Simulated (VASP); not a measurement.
OSZICAR of a VASP run on Cs (bcc):

OSZICAR:
```
       N       E                     dE             d eps       ncg     rms          rms(c)
DAV:   1     0.565504762193E+02    0.56550E+02   -0.29615E+03   560   0.784E+02
DAV:   2     0.444494866918E+01   -0.52106E+02   -0.51521E+02   752   0.123E+02
DAV:   3    -0.747273232483E+00   -0.51922E+01   -0.51917E+01   560   0.478E+01
DAV:   4    -0.817685948579E+00   -0.70413E-01   -0.70397E-01  1008   0.685E+00
DAV:   5    -0.817762882322E+00   -0.76934E-04   -0.76922E-04   680   0.144E-01    0.151E-01
DAV:   6    -0.819988671863E+00   -0.22258E-02   -0.12882E-03   968   0.273E-01    0.107E-01
DAV:   7    -0.821860612163E+00   -0.18719E-02   -0.63788E-03   624   0.693E-01    0.208E-02
DAV:   8    -0.821828829497E+00    0.31783E-04   -0.92661E-05   952   0.814E-02    0.690E-03
DAV:   9    -0.821839455347E+00   -0.10626E-04   -0.89710E-06   840   0.286E-02    0.274E-03
DAV:  10    -0.821840702628E+00   -0.12473E-05   -0.19078E-06   896   0.137E-02    0.767E-04
DAV:  11    -0.821840722300E+00   -0.19672E-07   -0.27629E-07   840   0.475E-03
   1 F= -.82184072E+00 E0= -.82184072E+00  d E =0.000000E+00
```

Q: Which electronic solver shows in the log?

A: It is blocked Davidson (ALGO = Normal, or the opening steps of other solvers). The INCAR had ALGO = Normal.

Q: Can the final energy be trusted as converged?

A: The calculation finished and met its thresholds. It stopped with EDIFF = 1E-7, NELM = 100 (AM05 GGA, plane waves, VASP's PBE PAW potentials (set 64)).

The compound is Cs in the bcc structure. It was relaxed first.
